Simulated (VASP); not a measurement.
Computed with PBE GGA, VASP's PBE PAW potentials (set 64) (plane waves; VASP).

The input files of a VASP run:

### POSCAR
```
NaF
1.0
  0.0000000000   2.3460490615   2.3460490615
  2.3460490615   0.0000000000   2.3460490615
  2.3460490615   2.3460490615   0.0000000000
Na F
1 1
Cartesian
  0.0000000000   0.0000000000   0.0000000000
  2.3460490615   2.3460490615   2.3460490615
```

**KPOINTS**
```
k-points along high-symmetry lines
15
Line-mode
Reciprocal
  0.000000   0.000000   0.000000 ! GAMMA
  0.500000   0.000000   0.500000 ! X

  0.500000   0.000000   0.500000 ! X
  0.625000   0.250000   0.625000 ! U

  0.375000   0.375000   0.750000 ! K
  0.000000   0.000000   0.000000 ! GAMMA

  0.000000   0.000000   0.000000 ! GAMMA
  0.500000   0.500000   0.500000 ! L

  0.500000   0.500000   0.500000 ! L
  0.500000   0.250000   0.750000 ! W

  0.500000   0.250000   0.750000 ! W
  0.500000   0.000000   0.500000 ! X
```

INCAR:
```
SYSTEM = NaF
PREC = Accurate
ENCUT = 520
EDIFF = 1E-6
NELM = 100
ALGO = Normal
LREAL = .FALSE.
LASPH = .TRUE.
ISMEAR = 0
SIGMA = 0.05
GGA = PE
LWAVE = .FALSE.
LCHARG = .FALSE.
ICHARG = 11
```

POTCAR, in this order: Na_pv F (PBE.64 set). Program: vasp_std. Read from the step before: CHGCAR.

Output of the run:

**OUTCAR**
```
 ion  position               nearest neighbor table
   1  0.000  0.000  0.000-   2 2.35   2 2.35   2 2.35   2 2.35   2 2.35   2 2.35
   2  0.500  0.500  0.500-   1 2.35   1 2.35   1 2.35   1 2.35   1 2.35   1 2.35
  LATTYP: Found a face centered cubic cell.
 ALAT       =     4.6920981230
 Subroutine PRICEL returns:
 Original cell was already a primitive cell.
 Subroutine GETGRP returns: Found 48 space group operations
The static configuration has the point symmetry O_h .
The dynamic configuration has the point symmetry O_h .
 Subroutine INISYM returns: Found 48 space group operations
   k-points           NKPTS =     90   k-points in BZ     NKDIM =     90   number of bands    NBANDS=     11
   number of dos      NEDOS =    301   number of ions     NIONS =      2
   total plane-waves  NPLWV =  21952
   dimension x,y,z NGX =    28 NGY =   28 NGZ =   28
   dimension x,y,z NGXF=    56 NGYF=   56 NGZF=   56
   ions per type =               1   1
   PREC   = accura    normal or accurate (medium, high low for compatibility)
   ISTART =      0    job   : 0-new  1-cont  2-samecut
   ICHARG =     11    charge: 1-file 2-atom 10-const
   ISPIN  =      1    spin polarized calculation?
   LNONCOLLINEAR =      F non collinear calculations
   LSORBIT =      F    spin-orbit coupling
   INIWAV =      1    electr: 0-lowe 1-rand  2-diag
   ENCUT  =  520.0 eV  38.22 Ry    6.18 a.u.   6.17  6.17  6.17*2*pi/ulx,y,z
...
```

OSZICAR:
```
       N       E                     dE             d eps       ncg     rms          rms(c)
DAV:   1     0.106294731373E+03    0.10629E+03   -0.82213E+03  2010   0.154E+03
DAV:   2    -0.196431912125E+01   -0.10826E+03   -0.10027E+03  2105   0.364E+02
DAV:   3    -0.816485054068E+01   -0.62005E+01   -0.61785E+01  2277   0.866E+01
DAV:   4    -0.823259069397E+01   -0.67740E-01   -0.67728E-01  2162   0.970E+00
DAV:   5    -0.823331170138E+01   -0.72101E-03   -0.72100E-03  2254   0.103E+00
DAV:   6    -0.823332414613E+01   -0.12445E-04   -0.12445E-04  2186   0.136E-01
DAV:   7    -0.823332441731E+01   -0.27118E-06   -0.27117E-06  2187   0.195E-02
   1 F= -.82333244E+01 E0= -.82333244E+01  d E =-.170002E-16
```

OUTCAR:
```
 val. band max:       -2.2421806339   @ k =   0.0000   0.0000   0.0000

 cond. band min:       3.8597238508   @ k =   0.0000   0.0000   0.0000



 k-point     1 :       0.0000    0.0000    0.0000
  band No.  band energies     occupation
      1     -21.3557      2.00000
      2     -21.3021      2.00000
      3     -21.3021      2.00000
      4     -21.3021      2.00000
      5      -2.2422      2.00000
      6      -2.2422      2.00000
      7      -2.2422      2.00000
      8       3.8597      0.00000
      9      16.4662      0.00000
     10      16.4662      0.00000
     11      16.4662      0.00000

 k-point     2 :       0.0357    0.0000    0.0357
  band No.  band energies     occupation
      1     -21.4273      2.00000
      2     -21.3027      2.00000
      3     -21.3027      2.00000
      4     -21.2273      2.00000
      5      -2.2734      2.00000
      6      -2.2475      2.00000
      7      -2.2475      2.00000
      8       3.9213      0.00000
      9      16.1935      0.00000
     10      16.4744      0.00000
     11      16.4744      0.00000

 k-point     3 :       0.0714    0.0000    0.0714
  band No.  band energies     occupation
      1     -21.5129      2.00000
      2     -21.3043      2.00000
      3     -21.3043      2.00000
      4     -21.1330      2.00000
      5      -2.3614      2.00000
      6      -2.2633      2.00000
      7      -2.2633      2.00000
      8       4.1006      0.00000
      9      15.6012      0.00000
     10      16.4985      0.00000
     11      16.4986      0.00000

 k-point     4 :       0.1071    0.0000    0.1071
  band No.  band energies     occupation
      1     -21.5890      2.00000
      2     -21.3071      2.00000
      3     -21.3071      2.00000
      4     -21.0445      2.00000
      5      -2.4919      2.00000
      6      -2.2884      2.00000
      7      -2.2884      2.00000
      8       4.3839      0.00000
      9      14.9311      0.00000
     10      16.5366      0.00000
...
```

The density is held fixed in this step, so its total energy and stress have no physical meaning.

The compound is NaF in the rock salt structure. It was relaxed first.
